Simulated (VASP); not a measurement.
# CuTe (Pmmn) in VASP: notebook, part 2 of 2

VASP 6.6.1. Earlier steps stand in the parts before.

## 4. Single point, LDA+U, collinear spin, zero start

File INCAR:

```
ALGO = Normal
EDIFF = 1E-6
ENCUT = 520
GGA = CA
ISIF = 2
ISMEAR = 0
ISPIN = 2
LASPH = T
LCHARG = F
LDAU = T
LDAUJ = 0.9 0
LDAUL = 2 -1
LDAUPRINT = 1
LDAUTYPE = 1
LDAUU = 8 0
LMAXMIX = 4
LORBIT = 11
LREAL = F
LWAVE = F
MAGMOM = 0 0 0 0
NBANDS = 29
NELM = 150
PREC = Accurate
SIGMA = 0.05
```

File KPOINTS:

```
k-points
0
Gamma
  6 5 3
```

File POSCAR:

```
CuTe
1.0
    3.0999997600      0.0000000000      0.0000000000
    0.0000000000      4.0199996900      0.0000000000
    0.0000000000      0.0000000000      6.8599994700
Cu Te
2 2
Direct
    0.0000000000      0.5000000000      0.4490000000
    0.5000000000      0.0000000000      0.5510000000
    0.0000000000      0.0000000000      0.2230000000
    0.5000000000      0.5000000000      0.7770000000
```

Potentials or basis: VASP PAW LDA potentials, release 64 (Cu, Te).

Started as:

```
$ cat potpaw_LDA.64/Cu/POTCAR potpaw_LDA.64/Te/POTCAR > POTCAR
$ mpirun -np 1 vasp_std > vasp.out
```

OUTCAR:

```text
EDIFF = 1E-6
   ENCUT = 520
   GGA = CA
   ISIF = 2
   ISMEAR = 0
   ISPIN = 2
   LASPH = T
   LORBIT = 11
   LREAL = F
   NELM = 150
   PREC = Accurate

 ion  position               nearest neighbor table
   1  0.000  0.500  0.449-   3 2.54   3 2.54   2 2.63   2 2.63   2 2.63   2 2.63   4 2.73   4 2.73

   2  0.500  0.000  0.551-   4 2.54   4 2.54   1 2.63   1 2.63   1 2.63   1 2.63   3 2.73   3 2.73

   3  0.000  0.000  0.223-   1 2.54   1 2.54   2 2.73   2 2.73
   4  0.500  0.500  0.777-   2 2.54   2 2.54   1 2.73   1 2.73

  LATTYP: Found a simple orthorhombic cell.
 ALAT       =     3.0999997600
 B/A-ratio  =     1.2967741939
 C/A-ratio  =     2.2129032262

  Lattice vectors:

 A1 = (   3.0999997600,   0.0000000000,   0.0000000000)
 A2 = (   0.0000000000,   4.0199996900,   0.0000000000)
 A3 = (   0.0000000000,   0.0000000000,   6.8599994700)
[... 1814 lines left out ...]
     28      18.7429      0.00000
     29      19.7780      0.00000

------------------------ aborting loop because EDIFF is reached ----------------------------------------

  FORCE on cell =-STRESS in cart. coord.  units (eV):
  Direction    XX          YY          ZZ          XY          YZ          ZX
  --------------------------------------------------------------------------------------
  -------------------------------------------------------------------------------------
  Total       -1.0360697     -1.0289089     -0.8503075      0.0000000      0.0000000      0.0000000
  in kB      -19.4172535    -19.2830498    -15.9358351      0.0000000      0.0000000      0.0000000
  external PRESSURE =     -18.2120461 kB  Pullay stress =       0.0000000 kB

 VOLUME and BASIS-vectors are now :
 -----------------------------------------------------------------------------
  energy-cutoff  :      520.00
  volume of cell :       85.49
      direct lattice vectors                 reciprocal lattice vectors
     3.099999760  0.000000000  0.000000000     0.322580670  0.000000000  0.000000000
     0.000000000  4.019999690  0.000000000     0.000000000  0.248756238  0.000000000
     0.000000000  0.000000000  6.859999470     0.000000000  0.000000000  0.145772606

 POSITION                                       TOTAL-FORCE (eV/Angst)
 -----------------------------------------------------------------------------------
      0.00000      2.01000      3.08014         0.000000      0.000000      0.297844
      1.55000      0.00000      3.77986         0.000000      0.000000     -0.297844
      0.00000      0.00000      1.52978         0.000000      0.000000      0.133606
      1.55000      2.01000      5.33022         0.000000      0.000000     -0.133606
 -----------------------------------------------------------------------------------
    total drift:                                0.000000      0.000000      0.000000

  FREE ENERGIE OF THE ION-ELECTRON SYSTEM (eV)
  ---------------------------------------------------
  free  energy   TOTEN  =       -12.8841840848 eV

  energy  without entropy=      -12.8817921528  energy(sigma->0) =      -12.88298812

 total charge

# of ion       s       p       d       tot
------------------------------------------
    1        0.383   0.349   9.463  10.195
    2        0.383   0.349   9.463  10.195
    3        1.400   1.913   0.056   3.370
    4        1.400   1.913   0.056   3.370
--------------------------------------------------
tot          3.566   4.525  19.038  27.129

 magnetization (x)

# of ion       s       p       d       tot
------------------------------------------
    1        0.000   0.000   0.000   0.000
    2        0.000   0.000   0.000   0.000
    3       -0.000  -0.000  -0.000  -0.000
    4       -0.000  -0.000  -0.000  -0.000
--------------------------------------------------
tot         -0.000  -0.000   0.000  -0.000
```

OSZICAR:

```text
N       E                     dE             d eps       ncg     rms          rms(c)
DAV:   1     0.256896831175E+03    0.25690E+03   -0.14109E+04  2784   0.141E+03
DAV:   2     0.162428263753E+02   -0.24065E+03   -0.22515E+03  2815   0.305E+02
DAV:   3    -0.122194160338E+02   -0.28462E+02   -0.27589E+02  3310   0.119E+02
DAV:   4    -0.132783805178E+02   -0.10590E+01   -0.10560E+01  3785   0.220E+01
DAV:   5    -0.133153760662E+02   -0.36996E-01   -0.36992E-01  3860   0.391E+00    0.110E+01
DAV:   6    -0.129980015819E+02    0.31737E+00   -0.19311E+00  3574   0.348E+01    0.610E+00
DAV:   7    -0.129362575044E+02    0.61744E-01   -0.77861E-01  3653   0.258E+01    0.296E+00
DAV:   8    -0.128833671891E+02    0.52890E-01   -0.20193E-01  3789   0.115E+01    0.808E-01
DAV:   9    -0.128845833314E+02   -0.12161E-02   -0.25922E-02  4417   0.111E+00    0.364E-01
DAV:  10    -0.128842898249E+02    0.29351E-03   -0.24222E-03  4242   0.625E-01    0.126E-01
DAV:  11    -0.128841980303E+02    0.91795E-04   -0.18657E-04  4418   0.230E-01    0.691E-02
DAV:  12    -0.128841839898E+02    0.14041E-04   -0.59241E-05  4414   0.115E-01    0.313E-02
DAV:  13    -0.128841840848E+02   -0.94990E-07   -0.88804E-06  4411   0.449E-02
   1 F= -.12884184E+02 E0= -.12882988E+02  d E =-.239193E-02  mag=    -0.0000
```

stdout:

```text
POSCAR found type information on POSCAR CuTe
 POSCAR found :  2 types and       4 ions
 scaLAPACK will be used
 LDA part: xc-table for (Slater(with rela. corr.)+CA(PZ))
 , standard interpolation
 POSCAR, INCAR and KPOINTS ok, starting setup
 FFT: planning ... GRIDC
 FFT: planning ... GRID_SOFT
 FFT: planning ... GRID
 WAVECAR not read
 entering main loop
```

Wall time 59 s (1 thread of AMD EPYC 9R45 (Zen 5), shared host); peak memory 0.2 GiB.

Results:

```
Free energy                                           : -12.8842 eV
Pressure                                              : -1.8 GPa
Largest force                                         : 0.298 eV/Å
Band gap on the k mesh                                : none (metal or under the smearing width)
Net moment                                            : 0.00 μB per cell
Valence electrons inside the program's atomic spheres : Cu 10.20; Te 3.37
```

Forces in eV/Å, atoms in the order of the input:
```
Cu   0.000  0.000  0.298
Cu   0.000  0.000 -0.298
Te   0.000  0.000  0.134
Te   0.000  0.000 -0.134
```

Eigenvalues of the final occupation matrices:
```tsv
site	spin	trace	eigenvalues
site 1 d	1	4.74	0.94 0.94 0.95 0.95 0.96
site 1 d	2	4.74	0.94 0.94 0.95 0.95 0.96
site 2 d	1	4.74	0.94 0.94 0.95 0.95 0.96
site 2 d	2	4.74	0.94 0.94 0.95 0.95 0.96
```

Caveat: the U is typed as a test and isn't derived for this compound.

## 5. Single point, LDA+U, collinear spin, zero start

File INCAR:

```
SYSTEM = CuTe
PREC     = Accurate       ! precision mode
ENCUT    = 520            ! plane-wave cutoff, eV
EDIFF    = 1E-7           ! SCF threshold, eV
ISMEAR   = 0              ! smearing method
SIGMA    = 0.05           ! smearing width, eV
LREAL    = .FALSE.        ! projectors in reciprocal space
LASPH    = .TRUE.         ! aspherical terms in the spheres
NELM     = 150            ! most SCF steps
ALGO     = Fast           ! electronic algorithm
ISIF     = 2              ! what is computed and relaxed
LWAVE    = .FALSE.        ! write WAVECAR
LCHARG   = .FALSE.        ! write CHGCAR
ISPIN    = 2              ! spin polarisation
MAGMOM   = 0 0 0 0        ! initial moments
LORBIT   = 11             ! projections on sites
LMAXMIX  = 4              ! l up to which the mixer works
LDAU     = .TRUE.         ! DFT+U
LDAUTYPE = 1            
LDAUL    = 2 -1           ! shell
LDAUU    = 8 0            ! U, eV
LDAUJ    = 0.9 0        
LDAUPRINT= 1            
NBANDS   = 29             ! bands
```

File KPOINTS:

```
Automatic mesh
0
G
  6 5 3
  0 0 0
```

POSCAR is that of step 4.

Started as:

```
$ cat potpaw_LDA.64/Cu/POTCAR potpaw_LDA.64/Te/POTCAR > POTCAR
$ mpirun -np 1 vasp_std > vasp.out
```

Wall time 88 s (1 thread of AMD EPYC 9R45 (Zen 5), shared host); peak memory 0.2 GiB.

The run converged. Its results:

```
Free energy                                           : -12.8842 eV
Pressure                                              : -1.8 GPa
Largest force                                         : 0.298 eV/Å
Band gap on the k mesh                                : none (metal or under the smearing width)
Net moment                                            : 0.00 μB per cell
Valence electrons inside the program's atomic spheres : Cu 10.20; Te 3.37
```

Forces on the atoms (eV/Å):
```
Cu   0.000  0.000  0.298
Cu   0.000  0.000 -0.298
Te   0.000  0.000  0.134
Te   0.000  0.000 -0.134
```

Stress tensor (GPa, compression positive):
```
-1.90  0.00  0.00
 0.00 -1.86  0.00
 0.00  0.00 -1.55
```

Levels at points of the mesh, in eV from the Fermi level:
Spin up:
| k point | band 15 | band 16 | band 17 | band 18 | band 19 | band 20 |
| --- | --- | --- | --- | --- | --- | --- |
| (0.00, 0.00, 0.00) | -0.88 | 0.10 | 1.88 | 2.14 | 2.57 | 3.48 |
| (0.50, 0.00, 0.00) | -1.74 | -1.74 | 0.52 | 0.52 | 3.62 | 3.62 |
Spin down:
```csv
k point,band 15,band 16,band 17,band 18,band 19,band 20
"(0.00, 0.00, 0.00)",-0.88,0.10,1.88,2.14,2.57,3.48
"(0.50, 0.00, 0.00)",-1.74,-1.74,0.52,0.52,3.62,3.62
```

Eigenvalues of the final occupation matrices:
| site | spin | trace | eigenvalues |
| --- | --- | --- | --- |
| site 1 d | 1 | 4.74 | 0.94 0.94 0.95 0.95 0.96 |
| site 1 d | 2 | 4.74 | 0.94 0.94 0.95 0.95 0.96 |
| site 2 d | 1 | 4.74 | 0.94 0.94 0.95 0.95 0.96 |
| site 2 d | 2 | 4.74 | 0.94 0.94 0.95 0.95 0.96 |

Caveat: the U is typed as a test and isn't derived for this compound. The run has no spin-orbit coupling, so splittings on Te are missing.
